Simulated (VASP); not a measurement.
Here is the system:

```yaml
crystal:
  lattice:
    - [2.91021, 0.00000, 0.00000]
    - [0.00000, 2.85245, 0.00000]
    - [0.00000, 0.00000, 2.89700]
  atoms:
    - { symbol: Al, position: [0.50000, 0.50000, 0.50000] }
    - { symbol: Fe, position: [0.00936, 0.00000, 0.00000] }
```

These are PBE GGA, VASP's PBE PAW potentials (set 64) (plane waves; VASP) values and carry that method's errors. Numerical set-up: 400 eV cut-off, 11×12×11 Γ-centred mesh, Fermi-Dirac smearing of 0.20 eV, potentials Al Fe.

**Question.** Estimate the energy per atom (σ→0), pressure, largest force, band gap (on the k-mesh) with the smallest direct gap where there is one.

**Answer.** 
The band gap (on the k-mesh) is none (metal, semimetal or under 0.01 eV) and the energy per atom (σ→0) is -6.311 eV/atom. The pressure comes out as -2.06 GPa. The largest force is 0.208 eV/Å.

The compound is FeAl in the CsCl type structure. The cell was not relaxed at this level, atoms are displaced from their ideal sites. The run is one of a series of settings (ISMEAR = -1, SIGMA = 0.2 against the base run), some of them coarse on purpose. The run is not spin-polarised, so no magnetic state was tried. The electron count is odd and the run is not spin-polarised, which forces a metal.
